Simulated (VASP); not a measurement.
Here is a VASP 6.6.1 calculation.

INCAR

```
PREC = Accurate
ENCUT = 520
EDIFF = 1E-6
ISMEAR = 1
SIGMA = 0.2
LREAL = F
LASPH = T
NELM = 100
ALGO = Fast
ISIF = 2
LWAVE = F
LCHARG = F
NBANDS = 53
```

KPOINTS

```
Automatic mesh
0
Gamma
  4 4 4
```

File POSCAR:

```
Cs2InAgCl6
1.0
    0.0000000000      5.2345000000      5.2345000000
    5.2345000000      0.0000000000      5.2345000000
    5.2345000000      5.2345000000      0.0000000000
Cs In Ag Cl
2 1 1 6
Direct
    0.2500000000      0.2500000000      0.2500000000
    0.7500000000      0.7500000000      0.7500000000
    0.0000000000      0.0000000000      0.0000000000
    0.5000000000      0.5000000000      0.5000000000
    0.7602100000      0.2397900000      0.2397900000
    0.2397900000      0.7602100000      0.2397900000
    0.2397900000      0.7602100000      0.7602100000
    0.7602100000      0.2397900000      0.7602100000
    0.2397900000      0.2397900000      0.7602100000
    0.7602100000      0.7602100000      0.2397900000
```

Potentials or basis: VASP PAW LDA potentials, release 64 (Cs_sv, In_d, Ag, Cl).

The run is started by

```console
$ cat potpaw_LDA.64/Cs_sv/POTCAR potpaw_LDA.64/In_d/POTCAR potpaw_LDA.64/Ag/POTCAR potpaw_LDA.64/Cl/POTCAR > POTCAR
$ mpirun -np 1 vasp_std > vasp.out
```

Task: Predict the pressure.

Result: -2.2 GPa.

Task: Predict the largest force.

Result: 0.313 eV/Å.

Forces on the atoms (eV/Å):
```
Cs   0.000  0.000  0.000
Cs   0.000  0.000  0.000
In   0.000  0.000  0.000
Ag   0.000  0.000  0.000
Cl   0.313  0.000  0.000
Cl   0.000  0.313  0.000
Cl  -0.313  0.000  0.000
Cl   0.000 -0.313  0.000
Cl   0.000  0.000  0.313
Cl   0.000  0.000 -0.313
```

Caveat: spin-orbit coupling is left out, which moves the levels of the heavy elements.

**Experimental background.**

From “Cs2InAgCl6: A new lead-free halide double perovskite with direct band gap”, 2016, arxiv:1611.05426, for a powder of Cs2InAgCl6: band gap 3.3 eV (optical).

A measured gap of Cs2InAgCl6 is 3.3 eV (optical; powder; “Cs2InAgCl6: A new lead-free halide double perovskite with direct band gap”, 2016, arxiv:1611.05426); the calculated 0.94 eV misses it by -2.36 eV. So large a miss can be the level of theory's own, or it may mean another phase, state or a wrong row. Spin-orbit coupling on Ag, Cs, In is left out. The value is that of LDA, without temperature or zero-point motion. Semilocal functionals fall short of measured gaps as a rule.
